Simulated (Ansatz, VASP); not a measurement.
# MnS: VASP beside Ansatz, part 2 of 2

One calculation is typed for both programs; each brings its own data sets and cutoff. How far apart do they land?

VASP 6.6.1 and Ansatz 0.2.0.

So far: The structure; Ansatz: relaxation of cell and atoms, r2SCAN with rVV10.

The database entry behind the starting cell differs from later determinations by our own check (an axis about 0.2 % short against later determinations), so it need not match the best structure at ambient conditions.

## Step 3: VASP: relaxation of cell and atoms, r2SCAN with rVV10

Level of this step: r2SCAN with rVV10, spin-polarised from a ferromagnetic start (one magnetic atom a cell); plane waves and PAW (Mn_pv, S) (VASP).

The same cell, functional, mesh and smearing now go to VASP, with its own data sets and cutoff.

Lines of VASP's logs that name or quote its potential files are left out, and so is its time.

The input, INCAR:

```
SYSTEM = MnS
PREC = Accurate
ENCUT = 520
EDIFF = 1E-06
NELM = 100
ISMEAR = -1
SIGMA = 0.05
LREAL = .FALSE.
ALGO = Normal
METAGGA = R2SCAN
LUSE_VDW = .TRUE.
IVDW_NL = 2
BPARAM = 11.95
CPARAM = 0.0093
LASPH = .TRUE.
NBANDS = 16
ISPIN = 2
MAGMOM = 4 0
LMAXMIX = 4
LORBIT = 11
LWAVE = .FALSE.
LCHARG = .FALSE.
KPAR = 2
IBRION = 2
NSW = 60
ISIF = 3
EDIFFG = -0.01
```

The input, POSCAR:

```
MnS
1.0
    0.0000000000      2.6045000000      2.6045000000
    2.6045000000      0.0000000000      2.6045000000
    2.6045000000      2.6045000000      0.0000000000
Mn S
1 1
Direct
    0.0000000000      0.0000000000      0.0000000000
    0.5000000000      0.5000000000      0.5000000000
```

The input, KPOINTS:

```
Automatic mesh
0
Gamma
7 7 7
0 0 0
```

The projector-augmented-wave data sets are Mn_pv and S (PBE family, release 64).

Command:

```sh
mpirun -np 2 vasp_std
```

Numbers of over 12 decimals in the logs are rounded to 6 here.

What it wrote:

```text
[banner, memory and clock lines left out]
running    2 mpi-ranks, on    1 nodes
 distrk:  each k-point on    1 cores,    2 groups
 distr:  one band on    1 cores,    1 groups

 POSCAR found type information on POSCAR MnS
 POSCAR found :  2 types and       2 ions
|                                                                             |
|               ----> ADVICE to this user running VASP <----                  |
|                                                                             |
|     You have switched on vdW-DFT.                                           |
|     This routine was written and supplied by Jiri Klimes. We recommend      |
|     that you carefully read and cite the following publications:            |
|       J. Klimes, D.R. Bowler, A. Michelides                                 |
|          J. Phys.: Cond Matt. 22 022201 (2010)                              |
|       J. Klimes, D.R. Bowler, A. Michelides                                 |
|          Phys. Rev. B. 83, 195131 (2011)                                    |
|     and references therein.                                                 |
|                                                                             |

|                                                                             |
|               ----> ADVICE to this user running VASP <----                  |
|                                                                             |
|     You enforced a specific xc type in the INCAR file but a different       |
|     [... a line on the potential file left out ...]
|     I HOPE YOU KNOW WHAT YOU ARE DOING!                                     |
|                                                                             |

 LDA part: xc-table for (None), standard interpolation
 POSCAR, INCAR and KPOINTS ok, starting setup
 FFT: planning ... GRIDC
 FFT: planning ... GRID_SOFT
 FFT: planning ... GRID
 WAVECAR not read
 entering main loop
       N       E                     dE             d eps       ncg     rms          rms(c)
Total rVV10 correction in eV:      0.4621084    19.8246729
Total rVV10 correction in eV:      0.4621084    19.8246729
DAV:   1     0.136769043355E+03    0.13677E+03   -0.11021E+04  1296   0.127E+03
DAV:   2    -0.222462290321E+02   -0.15902E+03   -0.15143E+03  1472   0.340E+02
DAV:   3    -0.286097124372E+02   -0.63635E+01   -0.63391E+01  1536   0.751E+01
DAV:   4    -0.286872996299E+02   -0.77587E-01   -0.77576E-01  1544   0.844E+00
DAV:   5    -0.286889588849E+02   -0.16593E-02   -0.16592E-02  1576   0.125E+00    0.121E+01
Total rVV10 correction in eV:      0.4545776    19.8246718
Total rVV10 correction in eV:      0.4545776    19.8246718
DAV:   6    -0.242793660064E+02    0.44096E+01   -0.12774E+01  1304   0.442E+01    0.147E+01
Total rVV10 correction in eV:      0.4602068    19.8246717
Total rVV10 correction in eV:      0.4602068    19.8246717
DAV:   7    -0.244142297790E+02   -0.13486E+00   -0.92604E-01  1280   0.104E+01    0.827E+00
Total rVV10 correction in eV:      0.4634775    19.8246717
Total rVV10 correction in eV:      0.4634775    19.8246717
DAV:   8    -0.244054273544E+02    0.88024E-02   -0.13152E-01  1344   0.499E+00    0.464E+00
Total rVV10 correction in eV:      0.4686750    19.8246718
Total rVV10 correction in eV:      0.4686750    19.8246718
DAV:   9    -0.244093690673E+02   -0.39417E-02   -0.77646E-02  1368   0.332E+00    0.885E-01
Total rVV10 correction in eV:      0.4679385    19.8246718
Total rVV10 correction in eV:      0.4679385    19.8246718
DAV:  10    -0.244080104225E+02    0.13586E-02   -0.19330E-02  1320   0.181E+00    0.256E-01
Total rVV10 correction in eV:      0.4676833    19.8246718
Total rVV10 correction in eV:      0.4676833    19.8246718
DAV:  11    -0.244084144965E+02   -0.40407E-03   -0.10676E-03  1320   0.327E-01    0.149E-01
Total rVV10 correction in eV:      0.4677013    19.8246718
Total rVV10 correction in eV:      0.4677013    19.8246718
DAV:  12    -0.244084748390E+02   -0.60342E-04   -0.11823E-04  1512   0.148E-01    0.724E-02
Total rVV10 correction in eV:      0.4677502    19.8246718
Total rVV10 correction in eV:      0.4677502    19.8246718
DAV:  13    -0.244084929034E+02   -0.18064E-04   -0.16953E-05  1480   0.445E-02    0.478E-02
Total rVV10 correction in eV:      0.4678398    19.8246718
Total rVV10 correction in eV:      0.4678398    19.8246718
DAV:  14    -0.244085172848E+02   -0.24381E-04   -0.59275E-06  1392   0.272E-02    0.132E-02
Total rVV10 correction in eV:      0.4678526    19.8246718
Total rVV10 correction in eV:      0.4678526    19.8246718
DAV:  15    -0.244085215574E+02   -0.42726E-05   -0.26829E-06  1320   0.141E-02    0.558E-03
Total rVV10 correction in eV:      0.4678501    19.8246718
Total rVV10 correction in eV:      0.4678501    19.8246718
DAV:  16    -0.244085244083E+02   -0.28509E-05   -0.33115E-07   640   0.448E-03    0.143E-03
Total rVV10 correction in eV:      0.4678507    19.8246718
Total rVV10 correction in eV:      0.4678507    19.8246718
DAV:  17    -0.244085243298E+02    0.78514E-07   -0.25350E-08   640   0.168E-03
Total rVV10 correction in eV:      0.4678518    19.8246718
Total rVV10 correction in eV:      0.4678518    19.8246718
Total rVV10 correction in eV:      0.4678513    19.8246718
Total rVV10 correction in eV:      0.4678513    19.8246718
   1 F= -.24408524E+02 E0= -.24407196E+02  d E =-.244085E+02  mag=     4.9657
 curvature:   0.00 expect dE= 0.000E+00 dE for cont linesearch  0.000E+00
 trial: gam= 0.00000 g(F)=  0.124E-60 g(S)=  0.180E-02 ort = 0.000E+00 (trialstep = 0.100E+01)
 search vector abs. value=  0.180E-02
 bond charge predicted
       N       E                     dE             d eps       ncg     rms          rms(c)
Total rVV10 correction in eV:      0.4680756    19.8246718
Total rVV10 correction in eV:      0.4680756    19.8246718
DAV:   1    -0.244384907914E+02   -0.29966E-01   -0.53411E-01  1280   0.106E+01    0.176E+00
Total rVV10 correction in eV:      0.4656467    19.8246720
Total rVV10 correction in eV:      0.4656467    19.8246720
DAV:   2    -0.244080077910E+02    0.30483E-01   -0.75932E-02  1280   0.450E+00    0.152E+00
Total rVV10 correction in eV:      0.4652040    19.8246720
Total rVV10 correction in eV:      0.4652040    19.8246720
DAV:   3    -0.244102637740E+02   -0.22560E-02   -0.87946E-03  1328   0.881E-01    0.422E-01
Total rVV10 correction in eV:      0.4651112    19.8246720
Total rVV10 correction in eV:      0.4651112    19.8246720
DAV:   4    -0.244095868137E+02    0.67696E-03   -0.83851E-04  1464   0.278E-01    0.229E-01
Total rVV10 correction in eV:      0.4651480    19.8246720
Total rVV10 correction in eV:      0.4651480    19.8246720
DAV:   5    -0.244093233876E+02    0.26343E-03   -0.41265E-04  1400   0.139E-01    0.109E-01
Total rVV10 correction in eV:      0.4652502    19.8246720
Total rVV10 correction in eV:      0.4652502    19.8246720
DAV:   6    -0.244093156529E+02    0.77347E-05   -0.13142E-04  1440   0.144E-01    0.786E-02
Total rVV10 correction in eV:      0.4653626    19.8246720
Total rVV10 correction in eV:      0.4653626    19.8246720
DAV:   7    -0.244092718075E+02    0.43845E-04   -0.43859E-05  1344   0.791E-02    0.111E-02
Total rVV10 correction in eV:      0.4653632    19.8246720
Total rVV10 correction in eV:      0.4653632    19.8246720
DAV:   8    -0.244092673070E+02    0.45005E-05   -0.16862E-06  1320   0.125E-02    0.547E-03
Total rVV10 correction in eV:      0.4653598    19.8246720
Total rVV10 correction in eV:      0.4653598    19.8246720
DAV:   9    -0.244092667159E+02    0.59113E-06   -0.49581E-07   640   0.683E-03
Total rVV10 correction in eV:      0.4653658    19.8246720
Total rVV10 correction in eV:      0.4653658    19.8246720
Total rVV10 correction in eV:      0.4653657    19.8246720
Total rVV10 correction in eV:      0.4653657    19.8246720
   2 F= -.24409267E+02 E0= -.24407848E+02  d E =-.742386E-03  mag=     4.9632
 trial-energy change:   -0.000742  1 .order   -0.000540   -0.001804    0.000725
 step:   0.7925(harm=  0.7134)  dis= 0.00000  next Energy=   -24.409340 (dE=-0.816E-03)
 bond charge predicted
       N       E                     dE             d eps       ncg     rms          rms(c)
Total rVV10 correction in eV:      0.4653194    19.8246720
Total rVV10 correction in eV:      0.4653194    19.8246720
DAV:   1    -0.244106212733E+02   -0.13540E-02   -0.23153E-02  1280   0.221E+00    0.367E-01
Total rVV10 correction in eV:      0.4658175    19.8246720
Total rVV10 correction in eV:      0.4658175    19.8246720
DAV:   2    -0.244094096514E+02    0.12116E-02   -0.32307E-03  1280   0.951E-01    0.325E-01
Total rVV10 correction in eV:      0.4659085    19.8246720
Total rVV10 correction in eV:      0.4659085    19.8246720
DAV:   3    -0.244093304660E+02    0.79185E-04   -0.35928E-04  1328   0.178E-01    0.876E-02
Total rVV10 correction in eV:      0.4659319    19.8246720
Total rVV10 correction in eV:      0.4659319    19.8246720
DAV:   4    -0.244093005256E+02    0.29940E-04   -0.37669E-05  1448   0.568E-02    0.477E-02
Total rVV10 correction in eV:      0.4659270    19.8246720
Total rVV10 correction in eV:      0.4659270    19.8246720
DAV:   5    -0.244093096954E+02   -0.91698E-05   -0.19363E-05  1384   0.300E-02    0.223E-02
Total rVV10 correction in eV:      0.4659071    19.8246720
Total rVV10 correction in eV:      0.4659071    19.8246720
DAV:   6    -0.244093060490E+02    0.36464E-05   -0.58588E-06  1416   0.308E-02    0.166E-02
Total rVV10 correction in eV:      0.4658833    19.8246720
Total rVV10 correction in eV:      0.4658833    19.8246720
DAV:   7    -0.244093160462E+02   -0.99972E-05   -0.18623E-06  1216   0.161E-02    0.239E-03
Total rVV10 correction in eV:      0.4658835    19.8246720
Total rVV10 correction in eV:      0.4658835    19.8246720
DAV:   8    -0.244093170884E+02   -0.10422E-05   -0.80677E-08   640   0.291E-03    0.117E-03
Total rVV10 correction in eV:      0.4658845    19.8246720
Total rVV10 correction in eV:      0.4658845    19.8246720
DAV:   9    -0.244093171500E+02   -0.61563E-07   -0.33212E-08   640   0.170E-03
Total rVV10 correction in eV:      0.4658831    19.8246720
Total rVV10 correction in eV:      0.4658831    19.8246720
Total rVV10 correction in eV:      0.4658830    19.8246720
Total rVV10 correction in eV:      0.4658830    19.8246720
   3 F= -.24409317E+02 E0= -.24407932E+02  d E =-.792820E-03  mag=     4.9639
 curvature:  -0.33 expect dE=-0.657E-05 dE for cont linesearch -0.657E-05
 trial: gam= 0.00000 g(F)=  0.292E-60 g(S)=  0.199E-04 ort =-0.190E-03 (trialstep = 0.959E+00)
 search vector abs. value=  0.199E-04
 reached required accuracy - stopping structural energy minimisation
```

From OUTCAR (step 3):

```text
ion  position               nearest neighbor table
   1  0.000  0.000  0.000-   2 2.60   2 2.60   2 2.60   2 2.60   2 2.60   2 2.60
   2  0.500  0.500  0.500-   1 2.60   1 2.60   1 2.60   1 2.60   1 2.60   1 2.60

  LATTYP: Found a face centered cubic cell.
 ALAT       =     5.2090000000

 Subroutine GETGRP returns: Found 48 space group operations
 (whereof 48 operations were pure point group operations)

The static configuration has the point symmetry O_h .

 Found     20 irreducible k-points:

   k-points           NKPTS =     20   k-points in BZ     NKDIM =     20   number of bands    NBANDS=     16

   dimension x,y,z NGX =    28 NGY =   28 NGZ =   28
   dimension x,y,z NGXF=    56 NGYF=   56 NGZF=   56

   ENCUT  =  520.0 eV  38.22 Ry    6.18 a.u.   6.85  6.85  6.85*2*pi/ulx,y,z

   NELECT =      19.0000    total number of electrons

 k-points in reciprocal lattice and weights: Automatic mesh
   0.00000000  0.00000000  0.00000000       0.003
   0.14285714  0.00000000  0.00000000       0.023
   0.28571429  0.00000000  0.00000000       0.023
   0.42857143  0.00000000  0.00000000       0.023
   0.14285714  0.14285714  0.00000000       0.017
   0.28571429  0.14285714  0.00000000       0.070
   0.42857143  0.14285714  0.00000000       0.070
  -0.42857143  0.14285714  0.00000000       0.070
  -0.28571429  0.14285714  0.00000000       0.070
[...]
-0.42857143  0.42857143  0.14285714       0.070
  -0.28571429  0.42857143  0.14285714       0.070

 average (electrostatic) potential at core
       1 -73.7657       2 -87.8887

 E-fermi :   6.7972

 spin component 1
 k-point     1 :       0.0000    0.0000    0.0000
  band No.  band energies     occupation
    ...
      8       2.7685      1.00000
      9       2.7685      1.00000
     10       4.6736      1.00000
     11       4.6736      1.00000
     12       4.6736      1.00000
     13       8.8753      0.00000
     14      15.5561      0.00000
     15      15.5561      0.00000
     16      15.5561      0.00000

 k-point     2 :       0.1429    0.0000    0.0000
  band No.  band energies     occupation
    ...
      8       2.7863      1.00000
      9       2.7863      1.00000
     10       3.8834      1.00000
     11       5.2029      1.00000
     12       5.2029      1.00000
     13       9.9871      0.00000
     14      14.2873      0.00000
     15      15.3403      0.00000
     16      15.3403      0.00000

 k-point     3 :       0.2857    0.0000    0.0000
  band No.  band energies     occupation
    ...
      8       2.9824      1.00000
      9       2.9825      1.00000
     10       3.5496      1.00000
     11       6.0800      1.00000
     12       6.0800      1.00000
     13      10.5816      0.00000
     14      13.7528      0.00000
     15      13.7529      0.00000
     16      14.2925      0.00000

 k-point     4 :       0.4286    0.0000    0.0000
  band No.  band energies     occupation
    ...
      8       3.1494      1.00000
      9       3.1494      1.00000
     10       3.6032      1.00000
     11       6.7104      0.85006
     12       6.7104      0.84999
     13       9.9453      0.00000
     14      12.5418      0.00000
     15      12.5419      0.00000
     16      15.5862      0.00000

 k-point     5 :       0.1429    0.1429    0.0000
  band No.  band energies     occupation
    ...
      8       2.6018      1.00000
      9       2.8122      1.00000
     10       4.6270      1.00000
     11       4.6270      1.00000
     12       4.7212      1.00000
     13      10.5184      0.00000
     14      14.1878      0.00000
     15      14.5938      0.00000
     16      15.5275      0.00000

 k-point     6 :       0.2857    0.1429    0.0000
  band No.  band energies     occupation
    ...
      8       2.7775      1.00000
      9       3.0023      1.00000
     10       3.7764      1.00000
     11       4.9674      1.00000
     12       5.6710      1.00000
     13      11.3896      0.00000
     14      12.7162      0.00000
     15      13.7426      0.00000
     16      15.1265      0.00000

  Total        0.0165996      0.0165996      0.0165996      0.0000000      0.0000000      0.0000000
  in kB        0.7595293      0.7595293      0.7595293      0.0000000      0.0000000      0.0000000
  external PRESSURE =       0.7595293 kB  Pullay stress =       0.0000000 kB

  energy-cutoff  :      520.00
  volume of cell :       35.02
      direct lattice vectors                 reciprocal lattice vectors
     0.000000000  2.596638963  2.596638963    -0.192556611  0.192556611  0.192556611
     2.596638963  0.000000000  2.596638963     0.192556611 -0.192556611  0.192556611
     2.596638963  2.596638963  0.000000000     0.192556611  0.192556611 -0.192556611

 POSITION                                       TOTAL-FORCE (eV/Angst)
 -----------------------------------------------------------------------------------
      0.00000      0.00000      0.00000         0.000000      0.000000      0.000000
      2.59664      2.59664      2.59664        -0.000000     -0.000000     -0.000000
 -----------------------------------------------------------------------------------
    total drift:                               -0.000000      0.000000      0.000000

  FREE ENERGIE OF THE ION-ELECTRON SYSTEM (eV)
  ---------------------------------------------------
  free  energy   TOTEN  =       -24.4093171500 eV

  energy  without entropy=      -24.4065466058  energy(sigma->0) =      -24.40793188

 reached required accuracy - stopping structural energy minimisation

 total charge
# of ion       s       p       d       tot
------------------------------------------
    1        0.222   6.164   4.900  11.286
    2        1.310   2.476   0.000   3.785
--------------------------------------------------
tot          1.532   8.640   4.900  15.071

 magnetization (x)
# of ion       s       p       d       tot
------------------------------------------
    1        0.051   0.038   4.394   4.483
    2        0.030   0.107   0.000   0.137
--------------------------------------------------
tot          0.081   0.145   4.394   4.620

[... 6 further parts left out ...]
```

CONTCAR:

```
MnS
   1.00000000000000
     0.0000000000000000    2.5966389631439823    2.5966389631439823
     2.5966389631439823    0.0000000000000000    2.5966389631439823
     2.5966389631439823    2.5966389631439823    0.0000000000000000
  Mn              S
     1     1
Direct
     0.0000000000000000    0.0000000000000000    0.0000000000000000
     0.5000000000000000    0.5000000000000000    0.5000000000000000
```

Experiment finds antiferromagnetic order in this phase (below 150 K, arxiv:1108.4537), so this ferromagnetic run describes another state.

## Step 4: Side by side

Known differences besides the potentials themselves: VASP keeps PBE cores, Ansatz makes them for the functional; both relaxations stop at a tolerance, which leaves soft axes loose, and VASP keeps its plane-wave basis; the data sets hold 21 valence electrons in Ansatz (default PAW (the set named soft_2) files) and 19 in VASP; the cutoff is 500 eV in Ansatz and 520 eV in VASP; Ansatz adds a Pulay correction to the stress that steers its cell, VASP none; site moments are counted in spheres of each program's own size. Total energies have different zeros and are not compared.

The two programs side by side:

| quantity | Ansatz | VASP | difference |
| --- | --- | --- | --- |
| volume (Å³) | 35.03 | 35.02 | +0.05 % |
| edge a after relaxation, in the typed setting (Å) | 3.673 | 3.672 | +0.02 % |
| total moment (μB) | 4.96 | 4.96 | 0.00 |
| moment on Mn1 (μB) | 4.43 | 4.48 | -0.05 |
| moment on S2 (μB) | 0.18 | 0.14 | +0.05 |

The walks stopped with -0.02 GPa left in Ansatz and 0.08 GPa in VASP; each walk ends within a tolerance, so the volume difference is uncertain by about these residues over the bulk modulus, most in soft cells.

## Step 5: What came out

| Property | Result |
| --- | --- |
| difference in volume (relaxation of cell and atoms, r2SCAN with rVV10) | 0.053 % |

In words: The difference in volume is 0.053 % (relaxation of cell and atoms, r2SCAN with rVV10), within the 1.2 % picked in this series as the mark of a large difference, as far as the stopping tolerances let one tell. How closely two codes agree says nothing of how well the functional describes the real material.

[Lines on the potential files, build, host, timing and source positions are cut from VASP's logs without a mark.]

[Logs are printed without paths, hosts, clocks, repeated set-up lines and the standing remarks that a program may print on its own settings, such as how far it seeks lower states.]

[Hosts, paths, dates, database ids (printed as entryN), source tags and the programs' standing remarks are cut or masked in the printed files.]
